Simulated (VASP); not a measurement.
Computed with PBEsol GGA, VASP's PBE PAW potentials (set 64) (plane waves; VASP).

Input for VASP

### INCAR
```
ALGO=Normal
EDIFF=1E-8
EDIFFG=-0.001
ENCUT=400
GGA=PS
IBRION=1
ISIF=2
ISMEAR=1
LASPH=.TRUE.
LCHARG=.FALSE.
LMAXMIX=4
LREAL=.FALSE.
LWAVE=.FALSE.
NELM=100
NSW=30
PREC=Accurate
SIGMA=0.1
SYSTEM=Ba
```

File POSCAR:
```
Ba
1
   -2.4474838056     2.4474838056     2.4474838056
    2.4474838056    -2.4474838056     2.4474838056
    2.4474838056     2.4474838056    -2.4474838056
Ba
1
Direct
  0.0000000000   0.0000000000   0.0000000000
```

### KPOINTS
```
kpoints
0
gamma
  10 10 10
```

POTCAR, in this order: Ba_sv (PBE.64 set). Program: vasp_std.

What VASP printed:

OSZICAR:
```
       N       E                     dE             d eps       ncg     rms          rms(c)
DAV:   1     0.470998513214E+02    0.47100E+02   -0.37892E+03   846   0.740E+02
DAV:   2    -0.448890835220E+00   -0.47549E+02   -0.46712E+02   973   0.141E+02
DAV:   3    -0.211450406839E+01   -0.16656E+01   -0.16610E+01  1146   0.294E+01
DAV:   4    -0.215005711757E+01   -0.35553E-01   -0.35534E-01  1267   0.373E+00
DAV:   5    -0.215030766253E+01   -0.25054E-03   -0.25049E-03  1162   0.215E-01    0.175E+00
DAV:   6    -0.214830150045E+01    0.20062E-02   -0.31061E-03  1170   0.635E-01    0.103E+00
DAV:   7    -0.214724188807E+01    0.10596E-02   -0.62885E-03  1079   0.876E-01    0.439E-02
DAV:   8    -0.214734180069E+01   -0.99913E-04   -0.21484E-04  1260   0.104E-01    0.101E-02
DAV:   9    -0.214734461970E+01   -0.28190E-05   -0.42478E-06  1241   0.176E-02    0.344E-03
DAV:  10    -0.214734417659E+01    0.44311E-06   -0.27386E-07  1289   0.383E-03    0.126E-03
DAV:  11    -0.214734389821E+01    0.27838E-06   -0.64153E-08  1251   0.173E-03    0.402E-04
DAV:  12    -0.214734375954E+01    0.13867E-06   -0.91544E-09   779   0.796E-04    0.158E-04
DAV:  13    -0.214734379214E+01   -0.32603E-07   -0.69877E-10   536   0.250E-04    0.246E-05
DAV:  14    -0.214734380078E+01   -0.86374E-08   -0.63398E-11   565   0.532E-05
   1 F= -.21473438E+01 E0= -.21470605E+01  d E =-.214734E+01
```

**OUTCAR**
```
------------------------ aborting loop because EDIFF is reached ----------------------------------------
  FORCE on cell =-STRESS in cart. coord.  units (eV):
  Direction    XX          YY          ZZ          XY          YZ          ZX
  --------------------------------------------------------------------------------------
  Total       -0.0008300     -0.0008300     -0.0008300      0.0000000      0.0000000     -0.0000000
  in kB       -0.0226769     -0.0226769     -0.0226769      0.0000000      0.0000000     -0.0000000
  external PRESSURE =      -0.0226769 kB  Pullay stress =       0.0000000 kB
  volume of cell :       58.64
      direct lattice vectors                 reciprocal lattice vectors
    -2.447483806  2.447483806  2.447483806     0.000000000  0.204291444  0.204291444
     2.447483806 -2.447483806  2.447483806     0.204291444  0.000000000  0.204291444
     2.447483806  2.447483806 -2.447483806     0.204291444  0.204291444  0.000000000
 POSITION                                       TOTAL-FORCE (eV/Angst)
 -----------------------------------------------------------------------------------
      0.00000      0.00000      0.00000         0.000000     -0.000000      0.000000
 -----------------------------------------------------------------------------------
    total drift:                                0.000000     -0.000000      0.000000
  FREE ENERGIE OF THE ION-ELECTRON SYSTEM (eV)
  ---------------------------------------------------
  free  energy   TOTEN  =        -2.1473438008 eV

  energy  without entropy=       -2.1464939384  energy(sigma->0) =       -2.14706051

 reached required accuracy - stopping structural energy minimisation
```
(Selected blocks of OUTCAR.)

The compound is Ba in the bcc structure. It was relaxed first, which changed the volume by -7 %. The start is the result of an earlier pass.
